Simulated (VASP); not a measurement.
Level of theory: LDA (Ceperley-Alder, Perdew-Zunger), VASP's LDA PAW potentials (set 64) (plane waves; VASP 6.6.1).

VASP ran on this input.

KPOINTS:
```
Automatic mesh
0
Gamma
11 11 11
0 0 0
```

### POSCAR
```
AlN
1
    0.0000000000     2.0924400682     2.0924400682
    2.0924400682     0.0000000000     2.0924400682
    2.0924400682     2.0924400682     0.0000000000
Al N
1 1
Direct
  0.0000000000   0.0000000000   0.0000000000
  0.2500000000   0.2500000000   0.2500000000
```

**INCAR**
```
PREC = Accurate
LREAL = F   # projection in real space or not
LASPH = T
SYSTEM = AlN
NSW = 40   # most ionic steps
EDIFFG = -0.02   # ionic stop
EDIFF = 1E-6
NELM = 100
ISIF = 3   # ions, shape and volume
ISMEAR = 0   # Gaussian
LWAVE = F
SIGMA = 0.05   # width (eV)
ALGO = Normal   # blocked Davidson
LCHARG = F
ENCUT = 620   # plane-wave cut-off (eV)
IBRION = 2
PSTRESS = 300   # kbar
```

POTCAR, in this order: Al N (LDA.64 set). Program: vasp_std.

Output of the run:

File OSZICAR:
```
       N       E                     dE             d eps       ncg     rms          rms(c)
DAV:   1     0.918244793228E+01    0.91824E+01   -0.46802E+03   960   0.981E+02
DAV:   2    -0.186184564177E+02   -0.27801E+02   -0.26591E+02  1128   0.140E+02
DAV:   3    -0.190305165560E+02   -0.41206E+00   -0.41206E+00  1088   0.215E+01
DAV:   4    -0.190313843455E+02   -0.86779E-03   -0.86779E-03  1248   0.103E+00
DAV:   5    -0.190313864286E+02   -0.20831E-05   -0.20831E-05  1184   0.401E-02    0.940E+00
DAV:   6    -0.162785518424E+02    0.27528E+01   -0.14313E+01   896   0.251E+01    0.323E+00
DAV:   7    -0.162155813252E+02    0.62971E-01   -0.12794E-01  1072   0.333E+00    0.205E+00
DAV:   8    -0.161869640286E+02    0.28617E-01   -0.22145E-02  1056   0.173E+00    0.267E-01
DAV:   9    -0.161869657010E+02   -0.16724E-05   -0.31209E-04  1272   0.163E-01    0.172E-01
DAV:  10    -0.161869880124E+02   -0.22311E-04   -0.22806E-05  1008   0.428E-02    0.465E-02
DAV:  11    -0.161869876731E+02    0.33933E-06   -0.36113E-06  1064   0.125E-02
   1 F= -.12756153E+02 E0= -.12756153E+02  d E =-.127562E+02
```

### OUTCAR
```
------------------------ aborting loop because EDIFF is reached ----------------------------------------
  FORCE on cell =-STRESS in cart. coord.  units (eV):
  Direction    XX          YY          ZZ          XY          YZ          ZX
  --------------------------------------------------------------------------------------
  Total        3.4158678      3.4158678      3.4158678      0.0000000      0.0000000     -0.0000000
  in kB      298.6912865    298.6912865    298.6912865      0.0000000      0.0000000     -0.0000000
  external PRESSURE =      -1.3087135 kB  Pullay stress =     300.0000000 kB
  volume of cell :       18.32
      direct lattice vectors                 reciprocal lattice vectors
     0.000000000  2.092440068  2.092440068    -0.238955470  0.238955470  0.238955470
     2.092440068  0.000000000  2.092440068     0.238955470 -0.238955470  0.238955470
     2.092440068  2.092440068  0.000000000     0.238955470  0.238955470 -0.238955470
  FREE ENERGIE OF THE ION-ELECTRON SYSTEM (eV)
  ---------------------------------------------------
  free  energy   TOTEN  =       -16.1869876731 eV

  energy  without entropy=      -16.1869876731  energy(sigma->0) =      -16.18698767
  enthalpy is  TOTEN    =       -12.7561533104 eV   P V=        3.4308343627

 reached required accuracy - stopping structural energy minimisation
```
(Selected blocks of OUTCAR.)

The compound is AlN in the zinc blende structure, a metastable form; wurtzite is the usual one. It was relaxed first under an external pressure of 30 GPa.
